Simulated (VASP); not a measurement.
# Titanium: structure and properties in VASP

Aim: relax Titanium with LDA, compute its properties on that cell and hold them against experiment. The steps: full relaxation (LDA), second relaxation, density, ELF and potential (LDA), bands along the symmetry lines (LDA), density of states (LDA), volume scan with LDA, fit for LDA and field gradients at the nuclei (LDA). Left out of this account: 1 further run (relaxation: it shows nothing beyond the runs told). The start is a cell from a database of measured crystal structures.

Method: LDA; plane waves and PAW (Ti_sv), in VASP 6.6.1.

The experiments to compare with:

For Ti, hcp alpha (recrystallized polycrystalline plate, 600 wppm oxygen, 298 K), “Impact of oxygen ordering on titanium lattice parameters” (2024, arxiv:2402.07147) gives, by XRD, Rietveld refinement: lattice constant a (a of hcp cell) 2.9536 ± 0.0001 Å [textured sample, prismatic peak absent, so a is less precise than c]; lattice constant c (c of hcp cell) 4.685 ± 0.0001 Å.

Most raw output is cut from this account.

### 1. Starting point

Before any relaxation, the start is as follows. Symmetry: P6_3/mmc, No. 194, hexagonal system. Conventional cell: a = 2.950 Å, b = 2.950 Å, c = 4.680 Å, α = 90.00°, β = 90.00°, γ = 120.00°. Nearest to Ti lie 12 Ti at 2.89 to 2.95 Å.

### 2. Full relaxation (LDA)

The start need not lie at this functional's minimum. ISIF = 3 frees volume, shape and positions, and EDIFFG sets the threshold on forces and stress at which the search stops. LDA, the lowest rung, knows the local density alone.

The input, INCAR:

```
SYSTEM = Ti
PREC = Accurate
ENCUT = 400
EDIFF = 1E-06
NELM = 100
ISMEAR = 1
SIGMA = 0.2
LREAL = .FALSE.
ALGO = Normal
GGA = CA
NBANDS = 18
LASPH = .TRUE.
LORBIT = 11
LWAVE = .FALSE.
LCHARG = .FALSE.
KPAR = 2
IBRION = 2
NSW = 60
ISIF = 3
EDIFFG = -0.01
```

The input, POSCAR:

```
Ti
1.0
    2.9500000000      0.0000000000      0.0000000000
   -1.4750000000      2.5547749412      0.0000000000
    0.0000000000      0.0000000000      4.6800000000
Ti
2
Direct
    0.3333333333      0.6666666667      0.2500000000
    0.6666666667      0.3333333333      0.7500000000
```

The input, KPOINTS:

```
Automatic mesh
0
Gamma
8 8 4
0 0 0
```

PAW data sets: Ti_sv (LDA family, release 64).

Command:

```console
> mpirun -np 2 vasp_std
```

Elapsed: 37 s, on 2 MPI ranks of AMD EPYC 7R43, shared host; peak memory 0.2 GiB; 71 s of CPU time.

The k-mesh is coarse for a metal. After so large a change of volume the plane waves of the start cell no longer fit, so the final stress carries a basis-set error. The run keeps the 24 symmetry operations of its start, so it cannot find a distortion of lower symmetry.

Step by step:

```csv
step,energy less that of the first step (eV),largest force (eV/Å),pressure (GPa),volume (Å³)
1,0.0000,0.0000,-10.75,35.27
2,-0.0331,0.0000,12.05,29.57
3,-0.1191,0.0000,-0.05,32.03
4,-0.1191,0.0000,0.10,31.96
5,-0.1192,0.0000,0.16,31.96
6,-0.1192,0.0000,0.15,31.97
7,-0.1192,0.0000,-0.12,32.03
8,-0.1192,0.0000,0.00,32.00
```

```
conventional cell, symmetrised  before  after  change
                         a (Å)   2.950  2.861  -3.0 %
                         b (Å)   2.950  2.861  -3.0 %
                         c (Å)   4.680  4.513  -3.6 %
              volume (Å³/atom)   17.64  16.00  -9.3 %
```

Final coordinates:

```xyz
2
Lattice="2.8614 0.0000 0.0000 -1.4307 2.4780 0.0000 0.0000 0.0000 4.5129" Properties=species:S:1:pos:R:3 pbc="T T T"
Ti    0.0000    1.6520    1.1282
Ti    1.4307    0.8260    3.3847
```

Numbers from this step:

* electrons: 24
* bands: 18
* irreducible k-points: 30
* symmetry operations: 24
* free energy (TOTEN): -17.11 eV
* energy at zero smearing: -17.12 eV
* Fermi energy: 9.045 eV
* pressure: -0.002996 GPa
* metallic: yes
* SCF cycles over all ionic steps: 65

It ends with forces that vanish by symmetry and a pressure of 0.00 GPa. The volume lies -9.3 % from that of the database's start, which holds the thermal and zero-point expansion of its experiment. LDA is known to overbind.

### 3. Second relaxation

The basis stayed that of the start cell while the cell moved. A rerun from the cell reached resets it; the error of the finite cutoff stays.

INCAR is that of step 2.

The input, POSCAR:

```
Ti
1.0
    2.8613950895      0.0000000000      0.0000000000
   -1.4306975447      2.4780408378      0.0000000000
    0.0000000000      0.0000000000      4.5129220495
Ti
2
Direct
    0.3333333333      0.6666666667      0.2500000000
    0.6666666667      0.3333333333      0.7500000000
```

KPOINTS is that of step 2.

Command:

```console
> mpirun -np 2 vasp_std
```

It took 17 s on 2 MPI ranks; peak memory 0.18 GiB; 32 s of CPU time.

Little changed from the start: no atom moved by 0.005 Å and no cell edge by 0.1 %.

Numbers from this step:

```yaml
free_energy_toten: -17.10 eV
energy_at_zero_smearing: -17.10 eV
fermi_energy: 9.066 eV
pressure: 0.02096 GPa
scf_cycles_over_all_ionic_steps: 28
```

It ends with forces that vanish by symmetry and a pressure of 0.02 GPa.

### 4. Density, ELF and potential (LDA)

A single point on the relaxed cell gives a clean self-consistent state, with density, ELF and potential written out.

Edit INCAR of step 3 so:

```diff
@@ -14,7 +14,5 @@
 LWAVE = .FALSE.
-LCHARG = .FALSE.
-KPAR = 2
-IBRION = 2
-NSW = 60
-ISIF = 3
-EDIFFG = -0.01
+LCHARG = .TRUE.
+ISIF = 2
+LELF = .TRUE.
+LVHAR = .TRUE.
```

The input, POSCAR:

```
Ti
1.0
    2.8599725055      0.0000000000      0.0000000000
   -1.4299862527      2.4768088440      0.0000000000
    0.0000000000      0.0000000000      4.5103404911
Ti
2
Direct
    0.3333333333      0.6666666667      0.2500000000
    0.6666666667      0.3333333333      0.7500000000
```

KPOINTS is that of step 3.

Command:

```console
> mpirun -np 2 vasp_std
```

It took 13 s on 2 MPI ranks; peak memory 0.16 GiB; 25 s of CPU time.

Numbers from this step:

```yaml
scf_cycles: 13
pressure: 0.03208 GPa
```

Valence electrons inside each PAW sphere by angular momentum. Sphere charges, by row:

| atom | s (e) | p (e) | d (e) | tot (e) |
| --- | --- | --- | --- | --- |
| Ti1 | 2.268 | 6.135 | 1.975 | 10.38 |
| Ti2 | 2.268 | 6.135 | 1.975 | 10.38 |

ELF in the ac plane at fractional y = 0.333, with atoms of Ti within 0.2 Å of it. It is the smooth field of the valence electrons, not physical close to the nuclei.

Ten even steps from '0' (0.13) to '9' (0.98):
```
123321000111000
023320001222100
012210013565310
001100136898631
001100148999841
001100258999851
001100147999741
002200024777420
013310002333200
023320000111000
123321000000000
111111111111111
000000123444321
000000024565420
000000014666410
000000014666410
001100013666310
001100013666310
000000014666410
000000024666420
000000124555421
100001122333221
222221100010001
```
Columns run along a (2.9 Å), rows up along c (4.5 Å). Atoms in or near the plane, at fractional coordinates: Ti at (0.67, 0.75).

Valence density in the ac plane at fractional y = 0.333, with atoms of Ti within 0.2 Å of it. It is the smooth field of the valence electrons, not physical close to the nuclei.

Ten steps, logarithmic in the rise over the least value, from '0' (0 e/Å³) to '9' (15 e/Å³):
```
000000011222110
000000123454321
000000245676542
100001357888753
200002468999864
200002468999864
100001468999864
100001256787652
000000134565431
000000012333210
000000001111100
000000000000000
000000000000000
001100000000000
112211000000000
123321100000001
233332100000001
223322100000001
122221100000001
011110000000000
000000000000000
000000000000000
000000000111000
```
Columns run along a (2.9 Å), rows up along c (4.5 Å). Atoms in or near the plane, at fractional coordinates: Ti at (0.67, 0.75).

Electrostatic potential energy in the ac plane at fractional y = 0.333, with atoms of Ti within 0.2 Å of it. With pseudopotentials it is smooth inside the atoms' cores, unlike the true potential.

Ten even steps from '_' (-60 eV) to '@' (1 eV):
```
@@@@@@@@@@@@@@@@%%######%%@@@@
@@@@@@@@@@@@%%##++======++##%%
@@@@@@@@@@@@##++::......--++##
%%@@@@@@@@%%++--..______..--++
##@@@@@@@@##==::__________::==
##@@@@@@@@##==..__________..==
%%@@@@@@@@%%++::__________::++
%%@@@@@@@@%%**==..______..==**
@@@@@@@@@@@@%%**==--::--==**%%
@@@@@@@@@@@@@@%%##**++**##%%@@
@@@@@@@@@@@@@@@@@@%%%%%%@@@@@@
@@@@@@@@@@@@@@@@@@@@@@@@@@@@@@
@@@@@@@@@@@@@@@@@@@@@@@@@@@@@@
@@@@%%%%@@@@@@@@@@@@@@@@@@@@@@
%%%%####%%%%@@@@@@@@@@@@@@@@@@
%%##****##%%@@@@@@@@@@@@@@@@@@
##**++++**##%%@@@@@@@@@@@@@@@@
##********%%@@@@@@@@@@@@@@@@@@
%%########%%@@@@@@@@@@@@@@@@@@
@@%%%%%%%%@@@@@@@@@@@@@@@@@@@@
@@@@@@@@@@@@@@@@@@@@@@@@@@@@@@
@@@@@@@@@@@@@@@@@@@@@@@@@@@@@@
@@@@@@@@@@@@@@@@@@@@@@@@@@@@@@
```
Columns run along a (2.9 Å; values clipped at the 3rd and 97th percentile), rows up along c (4.5 Å). Atoms in or near the plane, at fractional coordinates: Ti at (0.67, 0.75).

In this run the pressure is 0.03 GPa, small enough to go on.

### 5. Bands along the symmetry lines (LDA)

Levels along the symmetry lines show where the bands peak and cross; KPOINTS_OPT computes them in the converged potential.

The input, INCAR:

```
SYSTEM = Ti
PREC = Accurate
ENCUT = 400
EDIFF = 1E-06
NELM = 100
ISMEAR = 1
SIGMA = 0.2
LREAL = .FALSE.
ALGO = Normal
GGA = CA
NBANDS = 24
LASPH = .TRUE.
LORBIT = 11
LWAVE = .FALSE.
LCHARG = .FALSE.
KPAR = 2
```

POSCAR is that of step 4.

KPOINTS is that of step 4.

The input, KPOINTS_OPT:

```
Line mode
16
Line-mode
Reciprocal
  0.00000000   0.00000000   0.00000000 GAMMA
  0.50000000   0.00000000   0.00000000 M

  0.50000000   0.00000000   0.00000000 M
  0.33333333   0.33333333   0.00000000 K

  0.33333333   0.33333333   0.00000000 K
  0.00000000   0.00000000   0.00000000 GAMMA

  0.00000000   0.00000000   0.00000000 GAMMA
  0.00000000   0.00000000   0.50000000 A

  0.00000000   0.00000000   0.50000000 A
  0.50000000   0.00000000   0.50000000 L

  0.50000000   0.00000000   0.50000000 L
  0.33333333   0.33333333   0.50000000 H

  0.33333333   0.33333333   0.50000000 H
  0.00000000   0.00000000   0.50000000 A

  0.50000000   0.00000000   0.50000000 L
  0.50000000   0.00000000   0.00000000 M

  0.33333333   0.33333333   0.00000000 K
  0.33333333   0.33333333   0.50000000 H
```

Command:

```console
> mpirun -np 2 vasp_std
```

Elapsed: 55 s, on 2 MPI ranks; peak memory 0.2 GiB.

Numbers from this step:

- SCF cycles: 14
- bands: 24
- pressure: 0.01246 GPa

The electronic bands at the labelled points (eV, zero at the Fermi level; # counts the bands kept):

| point | #1 | #2 | #3 | #4 | #5 | #6 | #7 | #8 |
| --- | --- | --- | --- | --- | --- | --- | --- | --- |
| Γ | -6.33 | -2.94 | 0.72 | 0.72 | 0.90 | 1.12 | 1.29 | 1.29 |
| 0.47 of the way | -4.83 | -2.02 | -0.86 | -0.50 | 0.72 | 0.97 | 1.13 | 1.84 |
| M | -2.48 | -2.48 | -2.13 | -0.52 | 0.36 | 0.65 | 1.25 | 3.61 |
| 0.47 of the way | -2.11 | -2.08 | -2.07 | -0.85 | 0.20 | 0.52 | 1.34 | 3.43 |
| K | -2.02 | -1.49 | -1.49 | -1.40 | 0.17 | 0.17 | 1.58 | 3.33 |
| 0.47 of the way | -3.87 | -1.56 | -1.37 | -1.07 | 0.37 | 0.73 | 1.15 | 2.09 |
| Γ | -6.33 | -2.94 | 0.72 | 0.72 | 0.90 | 1.12 | 1.29 | 1.29 |
| 0.47 of the way | -5.84 | -3.12 | 0.39 | 0.55 | 0.55 | 0.63 | 1.03 | 1.03 |
| A | -4.36 | -4.36 | 0.05 | 0.05 | 0.60 | 0.60 | 0.60 | 0.60 |
| 0.47 of the way | -3.27 | -3.27 | -0.65 | -0.65 | 0.39 | 0.39 | 1.35 | 1.35 |
| L | -2.82 | -2.82 | -0.98 | -0.98 | 1.58 | 1.58 | 1.78 | 1.78 |
| 0.53 of the way | -2.29 | -2.29 | -0.72 | -0.72 | 0.12 | 0.12 | 1.94 | 1.94 |
| H | -1.40 | -1.40 | -1.27 | -1.27 | -0.20 | -0.20 | 1.73 | 1.73 |
| 0.53 of the way | -2.98 | -2.98 | -0.68 | -0.68 | 0.15 | 0.15 | 1.47 | 1.47 |
| A | -4.36 | -4.36 | 0.05 | 0.05 | 0.60 | 0.60 | 0.60 | 0.60 |
| jump to L | -2.82 | -2.82 | -0.98 | -0.98 | 1.58 | 1.58 | 1.78 | 1.78 |
| 0.53 of the way | -2.93 | -2.42 | -1.24 | -1.14 | 0.69 | 1.03 | 1.56 | 3.19 |
| M | -2.48 | -2.48 | -2.13 | -0.52 | 0.36 | 0.65 | 1.25 | 3.61 |
| jump to K | -2.02 | -1.49 | -1.49 | -1.40 | 0.17 | 0.17 | 1.58 | 3.33 |
| 0.47 of the way | -1.81 | -1.40 | -1.40 | -1.35 | 0.01 | 0.01 | 1.52 | 2.81 |
| H | -1.40 | -1.40 | -1.27 | -1.27 | -0.20 | -0.20 | 1.73 | 1.73 |

There is no gap at this level.

Of the bands kept, 4 cross the Fermi level on this path.

### 6. Density of states (LDA)

A density of states needs more k-points than a total energy; ISMEAR = -5 takes tetrahedra, and LORBIT projects the states on the PAW spheres. The mesh is finer than in the run before.

Edit INCAR of step 5 so:

```diff
@@ -5,3 +5,3 @@
 NELM = 100
-ISMEAR = 1
+ISMEAR = -5
 SIGMA = 0.2
@@ -16 +16,2 @@
 KPAR = 2
+NEDOS = 2001
```

POSCAR is that of step 5.

The input, KPOINTS:

```
Automatic mesh
0
Gamma
11 11 6
0 0 0
```

Command:

```console
> mpirun -np 2 vasp_std
```

Wall time 32 s (2 MPI ranks); peak memory 0.21 GiB; 62 s of CPU time.

With tetrahedra the forces and stress of a metal are not exact derivatives of the energy.

Numbers from this step:

```yaml
irreducible_k_points: 64
free_energy_toten: -17.08 eV
fermi_energy: 9.044 eV
pressure: 0.04340 GPa
dos_at_the_fermi_level: 1.868 states/eV/cell
```

The density of states has structure finer than the step of the table below, so its rows give means over 0.5 eV, whole bins alone (the curve runs from -12.0 to 1.53 eV). Peaks (eV: height): total -0.68: 5.34, 0.39: 4.45, 0.80: 5.46, 1.12: 5.87; Ti d -0.68: 3.27, 0.39: 3.26, 0.80: 4.06, 1.12: 4.44; Ti p -1.90: 0.176, -0.68: 0.381, 0.80: 0.241, 1.12: 0.273; Ti s -2.80: 0.263, 0.80: 0.0481.

States under -12.0 eV and over 1.5 eV are left out. Table of density of states by energy, zero at the Fermi level; means over each step; values in states/eV/cell:

| energy (eV) | total | Ti d | Ti p | Ti s |
| --- | --- | --- | --- | --- |
| -7.0 | 0 | 0 | 0 | 0 |
| -6.5 | 4.3e-4 | 0 | 0 | 1.5e-4 |
| -6.0 | 0.0682 | 7.9e-6 | 0.00122 | 0.0241 |
| -5.5 | 0.150 | 0.00112 | 0.00517 | 0.0509 |
| -5.0 | 0.218 | 0.00418 | 0.0112 | 0.0691 |
| -4.5 | 0.295 | 0.0119 | 0.0195 | 0.0866 |
| -4.0 | 0.400 | 0.0313 | 0.0306 | 0.106 |
| -3.5 | 0.583 | 0.0856 | 0.0468 | 0.131 |
| -3.0 | 1.29 | 0.414 | 0.0741 | 0.200 |
| -2.5 | 2.08 | 0.912 | 0.101 | 0.202 |
| -2.0 | 2.76 | 1.48 | 0.132 | 0.128 |
| -1.5 | 1.92 | 1.12 | 0.116 | 0.0370 |
| -1.0 | 3.18 | 1.93 | 0.220 | 0.0364 |
| -0.5 | 2.31 | 1.47 | 0.143 | 0.0179 |
| 0.0 | 2.35 | 1.62 | 0.134 | 0.0118 |
| 0.5 | 4.03 | 2.91 | 0.195 | 0.0265 |
| 1.0 | 4.60 | 3.44 | 0.218 | 0.0288 |

The finer mesh and the other smearing move the Fermi level by -0.02 eV from the 8×8×4 run, a small shift, which tests the Fermi level alone. Of the states within 0.3 eV of the Fermi level, the largest shares in the PAW spheres are Ti d 69 % and Ti p 6 %. The rest lies in smaller channels or between the spheres.

### 7. Volume scan with LDA, volume scale 0.94

An equation of state needs energies on both sides of the minimum, all on one mesh and cutoff.

The input, INCAR:

```
SYSTEM = Ti
PREC = Accurate
ENCUT = 400
EDIFF = 1E-06
NELM = 100
ISMEAR = 1
SIGMA = 0.2
LREAL = .FALSE.
ALGO = Normal
GGA = CA
NBANDS = 18
LASPH = .TRUE.
LORBIT = 11
LWAVE = .FALSE.
LCHARG = .FALSE.
KPAR = 2
ISIF = 2
```

The input, POSCAR:

```
Ti
1.0
    2.8015893377      0.0000000000      0.0000000000
   -1.4007946688      2.4262475375      0.0000000000
    0.0000000000      0.0000000000      4.4182668907
Ti
2
Direct
    0.3333333333      0.6666666667      0.2500000000
    0.6666666667      0.3333333333      0.7500000000
```

The input, KPOINTS:

```
Automatic mesh
0
Gamma
8 8 4
0 0 0
```

Command:

```console
> mpirun -np 2 vasp_std
```

Run time: 6.4 s. Hardware: 2 MPI ranks; peak memory 0.17 GiB; 11 s of CPU time.

The scan keeps the cell's shape and the fractional positions fixed.

This step gave:

```
SCF cycles              : 13
bands                   : 18
irreducible k-points    : 30
free energy (TOTEN)     : -17.03 eV
energy at zero smearing : -17.04 eV
Fermi energy            : 9.786 eV
pressure                : 9.071 GPa
```

The pressure here is 9.07 GPa.

### 8. Volume scan with LDA, volume scale 0.96

INCAR is that of step 7.

The input, POSCAR:

```
Ti
1.0
    2.8213194901      0.0000000000      0.0000000000
   -1.4106597450      2.4433343508      0.0000000000
    0.0000000000      0.0000000000      4.4493824714
Ti
2
Direct
    0.3333333333      0.6666666667      0.2500000000
    0.6666666667      0.3333333333      0.7500000000
```

KPOINTS is that of step 7.

Command:

```console
> mpirun -np 2 vasp_std
```

It took 6.6 s on 2 MPI ranks; peak memory 0.18 GiB.

Numbers from this step:

```yaml
free_energy_toten: -17.07 eV
energy_at_zero_smearing: -17.07 eV
fermi_energy: 9.537 eV
pressure: 5.783 GPa
```

The pressure falls from 9.07 to 5.78 GPa.

The run ends at a pressure of 5.78 GPa.

### 9. Volume scan with LDA, volume scale 0.98

INCAR is that of step 8.

The input, POSCAR:

```
Ti
1.0
    2.8407774808      0.0000000000      0.0000000000
   -1.4203887403      2.4601854650      0.0000000000
    0.0000000000      0.0000000000      4.4800688374
Ti
2
Direct
    0.3333333333      0.6666666667      0.2500000000
    0.6666666667      0.3333333333      0.7500000000
```

KPOINTS is that of step 8.

Command:

```console
> mpirun -np 2 vasp_std
```

The job ended after 7.2 s (2 MPI ranks; peak memory 0.18 GiB; 13 s of CPU time).

The pressure falls from 5.78 to 2.77 GPa.

The run ends at a pressure of 2.77 GPa.

### 10. Volume scan with LDA, volume scale 1

INCAR is that of step 9.

The input, POSCAR:

```
Ti
1.0
    2.8599725055      0.0000000000      0.0000000000
   -1.4299862527      2.4768088440      0.0000000000
    0.0000000000      0.0000000000      4.5103404911
Ti
2
Direct
    0.3333333333      0.6666666667      0.2500000000
    0.6666666667      0.3333333333      0.7500000000
```

KPOINTS is that of step 9.

Command:

```console
> mpirun -np 2 vasp_std
```

Elapsed: 8.4 s, on 2 MPI ranks; peak memory 0.17 GiB.

The pressure falls from 2.77 to 0.03 GPa.

The run ends at a pressure of 0.03 GPa.

### 11. Volume scan with LDA, volume scale 1.02

INCAR is that of step 10.

The input, POSCAR:

```
Ti
1.0
    2.8789132728      0.0000000000      0.0000000000
   -1.4394566363      2.4932120296      0.0000000000
    0.0000000000      0.0000000000      4.5402111662
Ti
2
Direct
    0.3333333333      0.6666666667      0.2500000000
    0.6666666667      0.3333333333      0.7500000000
```

KPOINTS is that of step 10.

Command:

```console
> mpirun -np 2 vasp_std
```

Elapsed: 7.2 s, on 2 MPI ranks; peak memory 0.18 GiB.

The pressure falls from 0.03 to -2.48 GPa.

The run ends at a pressure of -2.48 GPa.

### 12. Volume scan with LDA, volume scale 1.04

INCAR is that of step 11.

The input, POSCAR:

```
Ti
1.0
    2.8976080386      0.0000000000      0.0000000000
   -1.4488040193      2.5094021718      0.0000000000
    0.0000000000      0.0000000000      4.5696938830
Ti
2
Direct
    0.3333333333      0.6666666667      0.2500000000
    0.6666666667      0.3333333333      0.7500000000
```

KPOINTS is that of step 11.

Command:

```console
> mpirun -np 2 vasp_std
```

Elapsed: 7 s, on 2 MPI ranks; peak memory 0.18 GiB; 12 s of CPU time.

The pressure falls from -2.48 to -4.75 GPa.

The run ends at a pressure of -4.75 GPa.

### 13. Volume scan with LDA, volume scale 1.06

INCAR is that of step 12.

The input, POSCAR:

```
Ti
1.0
    2.9160646384      0.0000000000      0.0000000000
   -1.4580323191      2.5253860560      0.0000000000
    0.0000000000      0.0000000000      4.5988009982
Ti
2
Direct
    0.3333333333      0.6666666667      0.2500000000
    0.6666666667      0.3333333333      0.7500000000
```

KPOINTS is that of step 12.

Command:

```console
> mpirun -np 2 vasp_std
```

Run time: 11 s. Hardware: 2 MPI ranks; peak memory 0.18 GiB; 21 s of CPU time.

The pressure falls from -4.75 to -6.83 GPa.

The run ends at a pressure of -6.83 GPa.

### 14. Fit for LDA

This step: Birch-Murnaghan fit, LDA; plane waves and PAW (VASP 6.6.1).

No new run; the numbers come from the runs before.

Numbers from this step:

| Quantity | Value |
| --- | --- |
| pressure derivative of the bulk modulus | 3.256 |
| r.m.s. error of the fit | 4.10e-5 eV/atom |
| minimum inside the sampled range | yes |
| bulk modulus | 131.4 GPa |
| equilibrium volume of the fit | 16.10 Å³/atom |

Energy above the fitted minimum against volume:

| volume (Å³/atom) | energy above the fitted minimum (eV/atom) |
| --- | --- |
| 15.016 | 0.0329 |
| 15.336 | 0.0159 |
| 15.655 | 0.00518 |
| 15.975 | 3.3e-4 |
| 16.294 | 9.7e-4 |
| 16.614 | 0.00653 |
| 16.933 | 0.0165 |

The fitted volume lies +0.77 % from the relaxed one. At a finite cutoff and mesh the minimum of the energy and the zero of the stress don't quite coincide, and the relaxation stops at a threshold.

### 15. Volume scan with LDA, volume scale 0.94 (run 2)

This step: LDA; plane waves and PAW (Ti_sv) (VASP 6.6.1).

INCAR is that of step 13.

The input, POSCAR:

```
Ti
1.0
    2.8015893377      0.0000000000      0.0000000000
   -1.4007946688      2.4262475375      0.0000000000
    0.0000000000      0.0000000000      4.4182668907
Ti
2
Direct
    0.3333333333      0.6666666667      0.2500000000
    0.6666666667      0.3333333333      0.7500000000
```

KPOINTS is that of step 13.

Command:

```console
> mpirun -np 2 vasp_std
```

It took 9 s on 2 MPI ranks; peak memory 0.18 GiB; 16 s of CPU time.

The pressure here is 9.07 GPa.

The run ends at a pressure of 9.07 GPa.

### 16. Volume scan with LDA, volume scale 0.96 (run 2)

INCAR is that of step 15.

The input, POSCAR:

```
Ti
1.0
    2.8213194901      0.0000000000      0.0000000000
   -1.4106597450      2.4433343508      0.0000000000
    0.0000000000      0.0000000000      4.4493824714
Ti
2
Direct
    0.3333333333      0.6666666667      0.2500000000
    0.6666666667      0.3333333333      0.7500000000
```

KPOINTS is that of step 15.

Command:

```console
> mpirun -np 2 vasp_std
```

Wall time 7.8 s (2 MPI ranks); peak memory 0.17 GiB.

The pressure falls from 9.07 to 5.78 GPa.

The run ends at a pressure of 5.78 GPa.

[end of part 1 of 2]

[Lines on the potential files, build, host, timing and source positions are cut from VASP's logs without a mark.]

[Logs are printed without paths, hosts, clocks, repeated set-up lines and the standing remarks that a program may print on its own settings, such as how far it seeks lower states.]

[Hosts, paths, dates, database ids (printed as entryN), source tags and the programs' standing remarks are cut or masked in the printed files.]

[A measured line is paired with the nearest computed mode of its activity, which favours agreement.]
